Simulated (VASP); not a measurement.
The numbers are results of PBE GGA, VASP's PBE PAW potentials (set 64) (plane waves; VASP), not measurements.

VASP ran on this input.

**INCAR**
```
SYSTEM  =  TiCo
PREC  =  Accurate; ENCUT  =  450; LREAL  =  .FALSE.
LASPH  =  .TRUE.
EDIFF  =  1E-6; NELM  =  100; ALGO  =  Normal
LMAXMIX  =  4
ISMEAR  =  1; SIGMA  =  0.1
GGA  =  PE
ISIF  =  2
LWAVE  =  .FALSE.; LCHARG  =  .FALSE.
```

KPOINTS:
```
Automatic mesh
0
gamma
11 11 11
0 0 0
```

POSCAR:
```
TiCo
1
    2.9900000000     0.0000000000     0.0000000000
    0.0000000000     2.9900000000     0.0000000000
    0.0000000000     0.0000000000     2.9900000000
Ti Co
1 1
Direct
  0.0000000000   0.0000000000   0.0000000000
  0.5000000000   0.5000000000   0.5000000000
```

POTCAR, in this order: Ti_sv Co (PBE.64 set). Program: vasp_std.

Output

**OSZICAR**
```
       N       E                     dE             d eps       ncg     rms          rms(c)
DAV:   1     0.141438933040E+03    0.14144E+03   -0.96554E+03  1568   0.170E+03
DAV:   2    -0.950239536215E+01   -0.15094E+03   -0.14859E+03  1586   0.393E+02
DAV:   3    -0.177324896594E+02   -0.82301E+01   -0.81726E+01  2466   0.101E+02
DAV:   4    -0.179820005277E+02   -0.24951E+00   -0.24862E+00  1878   0.148E+01
DAV:   5    -0.179917524155E+02   -0.97519E-02   -0.97515E-02  2344   0.268E+00    0.129E+01
DAV:   6    -0.159696195257E+02    0.20221E+01   -0.13151E+01  2000   0.549E+01    0.593E+00
DAV:   7    -0.189140825332E+02   -0.29445E+01   -0.30036E+01  2612   0.505E+01    0.251E+01
DAV:   8    -0.156119039947E+02    0.33022E+01   -0.19529E+01  2374   0.414E+01    0.168E+00
DAV:   9    -0.156487039314E+02   -0.36800E-01   -0.30483E-01  1992   0.532E+00    0.192E+00
DAV:  10    -0.156333624603E+02    0.15341E-01   -0.86431E-02  2354   0.366E+00    0.556E-01
DAV:  11    -0.156312070290E+02    0.21554E-02   -0.60478E-03  1984   0.885E-01    0.359E-01
DAV:  12    -0.156301766737E+02    0.10304E-02   -0.39528E-03  2188   0.554E-01    0.775E-02
DAV:  13    -0.156301182907E+02    0.58383E-04   -0.23526E-04  1906   0.151E-01    0.415E-02
DAV:  14    -0.156301100944E+02    0.81963E-05   -0.49721E-05  2450   0.649E-02    0.996E-03
DAV:  15    -0.156301084938E+02    0.16006E-05   -0.12302E-05  1994   0.385E-02    0.218E-03
DAV:  16    -0.156301085248E+02   -0.30973E-07   -0.38204E-07   856   0.843E-03
   1 F= -.15630109E+02 E0= -.15630169E+02  d E =0.180378E-03
```

### OUTCAR
```
------------------------ aborting loop because EDIFF is reached ----------------------------------------
  FORCE on cell =-STRESS in cart. coord.  units (eV):
  Direction    XX          YY          ZZ          XY          YZ          ZX
  --------------------------------------------------------------------------------------
  Total       -0.6204103     -0.6204103     -0.6204103      0.0000000      0.0000000      0.0000000
  in kB      -37.1857026    -37.1857026    -37.1857026      0.0000000      0.0000000      0.0000000
  external PRESSURE =     -37.1857026 kB  Pullay stress =       0.0000000 kB
  volume of cell :       26.73
      direct lattice vectors                 reciprocal lattice vectors
     2.990000000  0.000000000  0.000000000     0.334448161  0.000000000  0.000000000
     0.000000000  2.990000000  0.000000000     0.000000000  0.334448161  0.000000000
     0.000000000  0.000000000  2.990000000     0.000000000  0.000000000  0.334448161
 POSITION                                       TOTAL-FORCE (eV/Angst)
 -----------------------------------------------------------------------------------
      0.00000      0.00000      0.00000         0.000000      0.000000      0.000000
      1.49500      1.49500      1.49500         0.000000      0.000000      0.000000
 -----------------------------------------------------------------------------------
    total drift:                                0.000000      0.000000     -0.000000
  FREE ENERGIE OF THE ION-ELECTRON SYSTEM (eV)
  ---------------------------------------------------
  free  energy   TOTEN  =       -15.6301085248 eV

  energy  without entropy=      -15.6302889030  energy(sigma->0) =      -15.63016865
```
(Selected blocks of OUTCAR.)

The compound is TiCo in the CsCl type structure. The cell was not relaxed at this level. The run is one of a series of settings (ENCUT = 450 against the base run), some of them coarse on purpose. The run is not spin-polarised, so no magnetic state was tried. The electron count is odd and the run is not spin-polarised, which forces a metal.
